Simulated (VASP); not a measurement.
Input:

```
CoSn
1.0
    2.58655    -4.48004     0.00000
    2.58655     4.48004     0.00000
    0.00000     0.00000     4.12426
Co Sn
3 3
Direct
  0.50000   0.00000   0.00000
  0.50000   0.50000   0.00000
  0.00000   0.50000   0.00000
  0.00000   0.00000   0.00000
  0.33333   0.66667   0.50000
  0.66667   0.33333   0.50000
```

The numbers are results of LDA (Ceperley-Alder, Perdew-Zunger), VASP's LDA PAW potentials (set 64) (plane waves; VASP), not measurements. Run with 400 eV cut-off, 6×6×7 Γ-centred mesh, first-order Methfessel-Paxton smearing of 0.10 eV, potentials Co Sn_d.

Unless said otherwise, spin-orbit coupling is left out, though it shifts the bands of the heavy elements here.

Q: What does the run give for the energy per atom (σ→0), band gap (on the k-mesh) with the smallest direct gap where there is one?

A: 
The band gap (on the k-mesh) is none (metal, semimetal or under 0.01 eV) and the energy per atom (σ→0) is -6.522 eV/atom.

Only differences to runs with the same potentials and settings are physical.

The compound is CoSn in the sg191 structure. It was relaxed first, which changed the volume by -7 %. The start is the result of an earlier pass. The run is not spin-polarised, so no magnetic state was tried. The electron count is odd and the run is not spin-polarised, which forces a metal.
